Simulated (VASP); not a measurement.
# InAs: input slips in a relaxation and what they do

Some relaxations of InAs get a fault in the input on purpose. Which of them show, and how? The starting structure is a measured crystal structure from the Crystallography Open Database. The first relaxation on each setting starts from this cell expanded by 3 % in volume.

Program: VASP 6.6.1. Level of theory: Kohn-Sham DFT with plane waves and PAW; PBEsol. Results are calculated unless marked as measured.

### Step 1. The starting structure

Symmetry: F-43m, No. 216, cubic system. The conventional cell has a = 6.058 Å, b = 6.058 Å, c = 6.058 Å, α = 90.00°, β = 90.00°, γ = 90.00°. Nearest to In lie 4 As at 2.62 Å. Nearest to As lie 4 In at 2.62 Å. Farther neighbours are not listed.

### Step 2. Reference relaxation

INCAR reads:

```
SYSTEM = InAs
PREC = Accurate
ENCUT = 450
EDIFF = 1E-06
NELM = 100
ISMEAR = 0
SIGMA = 0.05
LREAL = .FALSE.
ALGO = Normal
GGA = PS
NBANDS = 15
LORBIT = 11
LWAVE = .FALSE.
LCHARG = .FALSE.
KPAR = 8
IBRION = 2
NSW = 50
ISIF = 3
EDIFFG = -0.006
```

POSCAR reads:

```
InAs
1.0
    0.0000000000      3.0589920495      3.0589920495
    3.0589920495      0.0000000000      3.0589920495
    3.0589920495      3.0589920495      0.0000000000
In As
1 1
Direct
    0.0000000000      0.0000000000      0.0000000000
    0.7500000000      0.7500000000      0.7500000000
```

KPOINTS reads:

```
Automatic mesh
0
Gamma
10 10 10
0 0 0
```

Potentials, in the order of the species: In_d and As (PBE family, release 64).

Started as:

```
$ mpirun -np 8 vasp_std
```

Log:

```text
[banner, memory and clock lines left out]
running    8 mpi-ranks, on    1 nodes
 distrk:  each k-point on    1 cores,    8 groups
 distr:  one band on    1 cores,    1 groups

 POSCAR found type information on POSCAR InAs
 POSCAR found :  2 types and       2 ions
|                                                                             |
|           W    W    AA    RRRRR   N    N  II  N    N   GGGG   !!!           |
|           W    W   A  A   R    R  NN   N  II  NN   N  G    G  !!!           |
|           W    W  A    A  R    R  N N  N  II  N N  N  G       !!!           |
|           W WW W  AAAAAA  RRRRR   N  N N  II  N  N N  G  GGG   !            |
|           WW  WW  A    A  R   R   N   NN  II  N   NN  G    G                |
|           W    W  A    A  R    R  N    N  II  N    N   GGGG   !!!           |
|                                                                             |
|     For optimal performance we recommend to set                             |
|       NCORE = 2 up to number-of-cores-per-socket                            |
|     NCORE specifies how many cores store one orbital (NPAR=cpu/NCORE).      |
|     This setting can greatly improve the performance of VASP for DFT.       |
|     The default, NCORE=1 might be grossly inefficient on modern             |
|     multi-core architectures or massively parallel machines. Do your        |
|     Unfortunately you need to use the default for GW and RPA                |
|     calculations (for HF NCORE is supported but not extensively tested      |
|     yet).                                                                   |
|                                                                             |

|                                                                             |
|               ----> ADVICE to this user running VASP <----                  |
|                                                                             |
|     You enforced a specific xc type in the INCAR file but a different       |
|     [... a line on the potential file left out ...]
|     I HOPE YOU KNOW WHAT YOU ARE DOING!                                     |
|                                                                             |

 LDA part: xc-table for (Slater+PW92), standard interpolation
 POSCAR, INCAR and KPOINTS ok, starting setup
 FFT: planning ... GRIDC
 FFT: planning ... GRID_SOFT
 FFT: planning ... GRID
 WAVECAR not read
 entering main loop
       N       E                     dE             d eps       ncg     rms          rms(c)
DAV:   1     0.106566388181E+03    0.10657E+03   -0.77732E+03  1417   0.116E+03
DAV:   2    -0.126518016230E+01   -0.10783E+03   -0.10343E+03  1508   0.285E+02
DAV:   3    -0.858804220991E+01   -0.73229E+01   -0.72864E+01  1858   0.773E+01
DAV:   4    -0.876547821923E+01   -0.17744E+00   -0.17739E+00  1722   0.136E+01
DAV:   5    -0.877390246196E+01   -0.84242E-02   -0.84241E-02  2167   0.252E+00    0.420E+00
DAV:   6    -0.851750949086E+01    0.25639E+00   -0.39637E-01  2238   0.116E+01    0.230E+00
DAV:   7    -0.848841648389E+01    0.29093E-01   -0.10414E-01  1994   0.325E+00    0.672E-01
DAV:   8    -0.848691800390E+01    0.14985E-02   -0.11916E-02  1812   0.132E+00    0.178E-01
DAV:   9    -0.848717160823E+01   -0.25360E-03   -0.85234E-04  1769   0.284E-01    0.104E-01
DAV:  10    -0.848723907710E+01   -0.67469E-04   -0.11321E-04  2097   0.148E-01    0.622E-02
DAV:  11    -0.848725895004E+01   -0.19873E-04   -0.53939E-05  1606   0.100E-01    0.456E-02
DAV:  12    -0.848725915050E+01   -0.20046E-06   -0.50891E-06  1622   0.230E-02
   1 F= -.84872592E+01 E0= -.84872205E+01  d E =-.848726E+01
 curvature:   0.00 expect dE= 0.000E+00 dE for cont linesearch  0.000E+00
 trial: gam= 0.00000 g(F)=  0.447E-47 g(S)=  0.461E-02 ort = 0.000E+00 (trialstep = 0.100E+01)
 search vector abs. value=  0.461E-02
 bond charge predicted
       N       E                     dE             d eps       ncg     rms          rms(c)
DAV:   1    -0.854378937151E+01   -0.56530E-01   -0.12768E+00  1788   0.215E+01    0.153E+00
DAV:   2    -0.849643291157E+01    0.47356E-01   -0.95125E-02  1753   0.735E+00    0.529E-01
DAV:   3    -0.848881292292E+01    0.76200E-02   -0.21183E-02  1830   0.304E+00    0.311E-01
DAV:   4    -0.848876356149E+01    0.49361E-04   -0.96902E-04  1522   0.278E-01    0.222E-01
DAV:   5    -0.848864240758E+01    0.12115E-03   -0.11104E-04  1680   0.984E-02    0.869E-02
DAV:   6    -0.848863995597E+01    0.24516E-05   -0.41889E-05  2178   0.747E-02    0.142E-02
DAV:   7    -0.848863772509E+01    0.22309E-05   -0.47068E-06  1768   0.345E-02    0.245E-03
DAV:   8    -0.848863776086E+01   -0.35765E-07   -0.57061E-07   873   0.169E-02
   2 F= -.84886378E+01 E0= -.84885991E+01  d E =-.137861E-02
 trial-energy change:   -0.001379  1 .order   -0.001317   -0.004609    0.001975
 step:   0.7116(harm=  0.7000)  dis= 0.00000  next Energy=    -8.488921 (dE=-0.166E-02)
 bond charge predicted
       N       E                     dE             d eps       ncg     rms          rms(c)
DAV:   1    -0.849346443865E+01   -0.48267E-02   -0.10842E-01  1788   0.644E+00    0.428E-01
DAV:   2    -0.848959614670E+01    0.38683E-02   -0.76272E-03  1753   0.200E+00    0.155E-01
DAV:   3    -0.848893609372E+01    0.66005E-03   -0.18930E-03  1823   0.901E-01    0.863E-02
DAV:   4    -0.848893109718E+01    0.49965E-05   -0.86224E-05  1515   0.849E-02    0.627E-02
DAV:   5    -0.848891503643E+01    0.16061E-04   -0.88422E-06  1653   0.272E-02    0.272E-02
DAV:   6    -0.848891120775E+01    0.38287E-05   -0.39859E-06  2164   0.211E-02    0.417E-03
DAV:   7    -0.848891164425E+01   -0.43650E-06   -0.37858E-07   810   0.107E-02
   3 F= -.84889116E+01 E0= -.84888730E+01  d E =-.165249E-02
 curvature:  -0.35 expect dE=-0.443E-06 dE for cont linesearch -0.443E-06
 trial: gam= 0.00000 g(F)=  0.136E-48 g(S)=  0.127E-05 ort =-0.765E-04 (trialstep = 0.942E+00)
 search vector abs. value=  0.127E-05
 reached required accuracy - stopping structural energy minimisation
```

The job ended after 8 s (8 MPI ranks of Intel Xeon 6975P-C (Granite Rapids), shared host; peak memory 1.6 GiB; 50 s of CPU time).

The logs omit lines about the potential files and the build; timing stands in the text.

OUTCAR, selected parts (step 2):

```text
ion  position               nearest neighbor table
   1  0.000  0.000  0.000-   2 2.65   2 2.65   2 2.65   2 2.65
   2  0.750  0.750  0.750-   1 2.65   1 2.65   1 2.65   1 2.65

  LATTYP: Found a face centered cubic cell.
 ALAT       =     6.1179840990

 Subroutine GETGRP returns: Found 24 space group operations
 (whereof 24 operations were pure point group operations)

The static configuration has the point symmetry T_d .

 Found     47 irreducible k-points:

   k-points           NKPTS =     47   k-points in BZ     NKDIM =     47   number of bands    NBANDS=     15

   dimension x,y,z NGX =    30 NGY =   30 NGZ =   30
   dimension x,y,z NGXF=    60 NGYF=   60 NGZF=   60

   ENCUT  =  450.0 eV  33.07 Ry    5.75 a.u.   7.48  7.48  7.48*2*pi/ulx,y,z

   NELECT =      18.0000    total number of electrons

 k-points in reciprocal lattice and weights: Automatic mesh
   0.00000000  0.00000000  0.00000000       0.001
   0.10000000  0.00000000  0.00000000       0.008
   0.20000000  0.00000000  0.00000000       0.008
   0.30000000  0.00000000  0.00000000       0.008
   0.40000000  0.00000000  0.00000000       0.008
   0.50000000  0.00000000  0.00000000       0.004
   0.10000000  0.10000000  0.00000000       0.006
   0.20000000  0.10000000  0.00000000       0.024
   0.30000000  0.10000000  0.00000000       0.024
[...]
-0.30000000  0.40000000  0.20000000       0.024
  -0.30000000  0.50000000  0.20000000       0.012

 average (electrostatic) potential at core
       1 -96.6224       2 -49.7040

 E-fermi :   4.1690

 k-point     1 :       0.0000    0.0000    0.0000
  band No.  band energies     occupation
    ...
      6      -7.5967      2.00000
      7       3.7596      2.00000
      8       4.1537      1.33372
      9       4.1537      1.33372
     10       4.1537      1.33372
     11       7.9990      0.00000
     12       7.9990      0.00000
     13       7.9990      0.00000
     14      11.4027      0.00000
     15      13.7615      0.00000

 k-point     2 :       0.1000    0.0000    0.0000
  band No.  band energies     occupation
    ...
      5     -10.0172      2.00000
      6      -7.4957      2.00000
      7       2.5720      2.00000
      8       4.0283      1.99993
      9       4.0283      1.99993
     10       4.9859      0.00000
     11       8.0426      0.00000
     12       8.1842      0.00000
     13       8.1842      0.00000
     14      12.0012      0.00000
    ...

 k-point     3 :       0.2000    0.0000    0.0000
  band No.  band energies     occupation
    ...
      5     -10.0167      2.00000
      6      -7.2094      2.00000
      7       1.1387      2.00000
      8       3.7464      2.00000
      9       3.7464      2.00000
     10       5.3062      0.00000
     11       8.5569      0.00000
     12       8.5569      0.00000
     13       8.6361      0.00000
     14      12.5025      0.00000
    ...

  Total        0.0041864      0.0041864      0.0041864     -0.0000000      0.0000000     -0.0000000
  in kB        0.1186973      0.1186973      0.1186973     -0.0000000      0.0000000     -0.0000000
  external PRESSURE =       0.1186973 kB  Pullay stress =       0.0000000 kB

  energy-cutoff  :      450.00
  volume of cell :       56.51
      direct lattice vectors                 reciprocal lattice vectors
     0.000000000  3.045741803  3.045741803    -0.164163620  0.164163620  0.164163620
     3.045741803  0.000000000  3.045741803     0.164163620 -0.164163620  0.164163620
     3.045741803  3.045741803 -0.000000000     0.164163620  0.164163620 -0.164163620

 POSITION                                       TOTAL-FORCE (eV/Angst)
 -----------------------------------------------------------------------------------
      0.00000      0.00000      0.00000         0.000000      0.000000      0.000000
      4.56861      4.56861      4.56861        -0.000000     -0.000000     -0.000000
 -----------------------------------------------------------------------------------
    total drift:                               -0.000000     -0.000000     -0.000000

  FREE ENERGIE OF THE ION-ELECTRON SYSTEM (eV)
  ---------------------------------------------------
  free  energy   TOTEN  =        -8.4889116443 eV

  energy  without entropy=       -8.4888343563  energy(sigma->0) =       -8.48887300

 reached required accuracy - stopping structural energy minimisation

 total charge
# of ion       s       p       d       tot
------------------------------------------
    1        0.849   0.716   9.886  11.451
    2        1.225   1.546   0.021   2.793
--------------------------------------------------
tot          2.074   2.263   9.907  14.244

[... 3 further parts left out ...]
```

CONTCAR:

```
InAs
   1.00000000000000
     0.0000000000000000    3.0457418030945593    3.0457418030945593
     3.0457418030945593    0.0000000000000000    3.0457418030945593
     3.0457418030945593    3.0457418030945593   -0.0000000000000000
  In              As
     1     1
Direct
     0.0000000000000000    0.0000000000000000    0.0000000000000000
     0.7500000000000000    0.7500000000000000    0.7500000000000000
```

The PAW data sets were made with PBE, which is usual practice but a small mismatch for other functionals. The run keeps the 24 symmetry operations of its start, so it cannot find a distortion of lower symmetry.

The reference relaxation ends at 28.254 Å³ an atom. Pressures at 0.985 and 1.015 times this volume, from two more relaxations that aren't shown, give a bulk modulus of 55.8 GPa.

### Step 3. Relaxation with a leftover external pressure of 100 kbar

A slip made on purpose: a leftover external pressure of 100 kbar. Against step 2 the input has PSTRESS = 100 (also changed: NELM).

INCAR: that of step 2 with these lines changed.

```diff
@@ -4,3 +4,3 @@
 EDIFF = 1E-06
-NELM = 100
+NELM = 60
 ISMEAR = 0
@@ -19 +19,2 @@
 EDIFFG = -0.006
+PSTRESS = 100
```

POSCAR is that of step 2.

KPOINTS is that of step 2.

Started as:

```
$ mpirun -np 8 vasp_std
```

Log:

```text
[banner, memory and clock lines left out]
running    8 mpi-ranks, on    1 nodes
[...]
[... a notice as in an earlier step ...]

 [... a notice as in an earlier step ...]

 LDA part: xc-table for (Slater+PW92), standard interpolation
 POSCAR, INCAR and KPOINTS ok, starting setup
[...]
entering main loop
       N       E                     dE             d eps       ncg     rms          rms(c)
[... 12 cycles as in an earlier step ...]
   1 F= -.49140827E+01 E0= -.49140441E+01  d E =-.491408E+01
[... from here on, the cycles between the ionic steps are left out ...]
   2 F= -.48477093E+01 E0= -.48477093E+01  d E =0.663735E-01
   3 F= -.52058903E+01 E0= -.52058902E+01  d E =-.291808E+00
   4 F= -.52061319E+01 E0= -.52061319E+01  d E =-.292049E+00
   5 F= -.52060846E+01 E0= -.52060846E+01  d E =-.292002E+00
   6 F= -.52060682E+01 E0= -.52060681E+01  d E =0.164058E-04
   7 F= -.52061453E+01 E0= -.52061453E+01  d E =-.607765E-04
[...]
reached required accuracy - stopping structural energy minimisation
```

Elapsed: 13 s, on 8 MPI ranks; peak memory 1.7 GiB.

OUTCAR, selected parts (step 3):

```text
  Total        3.0934082      3.0934082      3.0934082      0.0000000      0.0000000     -0.0000000
  in kB      100.1192459    100.1192459    100.1192459      0.0000000      0.0000000     -0.0000000
  external PRESSURE =       0.1192459 kB  Pullay stress =     100.0000000 kB

 POSITION                                       TOTAL-FORCE (eV/Angst)
 -----------------------------------------------------------------------------------
      0.00000      0.00000      0.00000        -0.000000     -0.000000      0.000000
      4.37144      4.37144      4.37144         0.000000      0.000000     -0.000000
 -----------------------------------------------------------------------------------
    total drift:                               -0.000000     -0.000000     -0.000000

  FREE ENERGIE OF THE ION-ELECTRON SYSTEM (eV)
  ---------------------------------------------------
  free  energy   TOTEN  =        -8.2958691380 eV

  energy  without entropy=       -8.2958690909  energy(sigma->0) =       -8.29586911

[... 2 parts as in an earlier step ...]

[... 2 further parts left out ...]
[key lines of the parts left out:]
E-fermi :   5.7132
```

With a leftover external pressure of 100 kbar the cell ends at 24.751 Å³ an atom, -12.40 % from the reference.

### Step 4. Relaxation with a k mesh far too coarse

A slip made on purpose: a k mesh far too coarse. Against step 2 the input has a 2×2×2 mesh (also changed: NELM, NCORE and KPAR).

INCAR: that of step 3 with these lines changed.

```diff
@@ -14,3 +14,3 @@
 LCHARG = .FALSE.
-KPAR = 8
+NCORE = 8
 IBRION = 2
@@ -19,2 +19 @@
 EDIFFG = -0.006
-PSTRESS = 100
```

POSCAR is that of step 3.

KPOINTS reads:

```
Automatic mesh
0
Gamma
2 2 2
0 0 0
```

Started as:

```
$ mpirun -np 8 vasp_std
```

Log:

```text
[banner, memory and clock lines left out]
running    8 mpi-ranks, on    1 nodes
[...]
[... a notice as in an earlier step ...]

 [... a notice as in an earlier step ...]

 LDA part: xc-table for (Slater+PW92), standard interpolation
 POSCAR, INCAR and KPOINTS ok, starting setup
[...]
entering main loop
       N       E                     dE             d eps       ncg     rms          rms(c)
DAV:   1     0.107144690935E+03    0.10714E+03   -0.77799E+03    97   0.118E+03
DAV:   2    -0.390772771144E+00   -0.10754E+03   -0.10421E+03    97   0.286E+02
DAV:   3    -0.691579870469E+01   -0.65250E+01   -0.64971E+01   132   0.735E+01
DAV:   4    -0.706764988317E+01   -0.15185E+00   -0.15181E+00    98   0.130E+01
[...]
DAV:  11    -0.658759348289E+01   -0.16024E-03   -0.21120E-04    90   0.141E-01    0.171E-02
DAV:  12    -0.658759086832E+01    0.26146E-05   -0.11436E-05   120   0.266E-02    0.719E-03
DAV:  13    -0.658759112205E+01   -0.25373E-06   -0.24101E-06   111   0.818E-03
   1 F= -.65875911E+01 E0= -.65827704E+01  d E =-.658759E+01
[... from here on, the cycles between the ionic steps are left out ...]
   2 F= -.67134658E+01 E0= -.67086452E+01  d E =-.125875E+00
   3 F= -.67237293E+01 E0= -.67189086E+01  d E =-.136138E+00
   4 F= -.67237229E+01 E0= -.67189022E+01  d E =-.136132E+00
   5 F= -.67237370E+01 E0= -.67189163E+01  d E =-.140368E-04
 trial-energy change:   -0.000014  1 .order   -0.000010   -0.000021    0.000001
 step:   0.9286(harm=  0.9286)  dis= 0.00000  next Energy=    -6.723733 (dE=-0.103E-04)
 reached required accuracy - stopping structural energy minimisation
```

The job ended after 1.8 s (8 MPI ranks; peak memory 0.81 GiB).

Parts of OUTCAR (step 4):

```text
  Total        0.0005036      0.0005036      0.0005036      0.0000000      0.0000000      0.0000000
  in kB        0.0124343      0.0124343      0.0124343      0.0000000      0.0000000      0.0000000
  external PRESSURE =       0.0124343 kB  Pullay stress =       0.0000000 kB

 POSITION                                       TOTAL-FORCE (eV/Angst)
 -----------------------------------------------------------------------------------
      0.00000      0.00000      0.00000         0.000000      0.000000      0.000000
      4.78415      4.78415      4.78415        -0.000000     -0.000000     -0.000000
 -----------------------------------------------------------------------------------
    total drift:                               -0.000000     -0.000000      0.000000

  FREE ENERGIE OF THE ION-ELECTRON SYSTEM (eV)
  ---------------------------------------------------
  free  energy   TOTEN  =        -6.7237369780 eV

  energy  without entropy=       -6.7140955830  energy(sigma->0) =       -6.71891628

[... 1 part as in an earlier step ...]

[... 3 further parts left out ...]
[key lines of the parts left out:]
E-fermi :   3.2169
```

With a k mesh far too coarse the cell ends at 32.444 Å³ an atom, +14.83 % from the reference; the bulk modulus is 38.1 GPa against 55.8 GPa.

[end of part 1 of 2]

[Lines on the potential files, build, host, timing and source positions are cut from VASP's logs without a mark.]

[Logs are printed without paths, hosts, clocks, repeated set-up lines and the standing remarks that a program may print on its own settings, such as how far it seeks lower states.]

[Hosts, paths, dates, database ids (printed as entryN), source tags and the programs' standing remarks are cut or masked in the printed files.]
